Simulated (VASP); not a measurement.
Consider the following.

```
CELL_PARAMETERS angstrom
     -1.61816     1.61816     3.94710
      1.61816    -1.61816     3.94710
      1.61816     1.61816    -3.94710
ATOMIC_POSITIONS crystal
  Si 0.66500 0.66500 0.00000
  Si 0.33500 0.33500 0.00000
  W  0.00000 0.00000 0.00000
```

All values below come from LDA (Ceperley-Alder, Perdew-Zunger), VASP's LDA PAW potentials (set 64) (plane waves; VASP). Settings: 300 eV cut-off, 6×6×8 Γ-centred mesh, Fermi-Dirac smearing of 0.10 eV, potentials Si W_sv.

Give the energies of bands 6 to 14 at the high-symmetry points, in eV from the Fermi level.

| band | Γ | X | P | N | M | S | R |
|---|---|---|---|---|---|---|---|
| 6 | -6.64 | -6.74 | -6.53 | -9.66 | -10.79 | -9.16 | -7.90 |
| 7 | -3.70 | -5.77 | -6.34 | -5.59 | -3.69 | -7.55 | -5.66 |
| 8 | -3.21 | -5.43 | -6.34 | -4.67 | -2.46 | -2.94 | -4.95 |
| 9 | -2.72 | -4.84 | -2.91 | -2.69 | -0.75 | -2.59 | -3.99 |
| 10 | -2.72 | -3.12 | -2.30 | -2.65 | -0.75 | -2.36 | -2.99 |
| 11 | 0.62 | -1.62 | -2.30 | -0.37 | -0.46 | -0.26 | -2.19 |
| 12 | 2.66 | 2.77 | 0.03 | 2.59 | -0.46 | 1.80 | 1.95 |
| 13 | 3.08 | 2.84 | 2.84 | 2.82 | 0.79 | 2.54 | 2.09 |
| 14 | 3.08 | 3.01 | 3.50 | 3.90 | 4.42 | 3.58 | 2.92 |

It has no gap at this level: it comes out as a metal or semimetal.

The structure is a typed WSi2 crystal (I4/mmm). The cell was not relaxed at this level. The k-mesh is coarse (spacing up to 0.35 per Å, 2π included), so the numbers may not be converged in it.
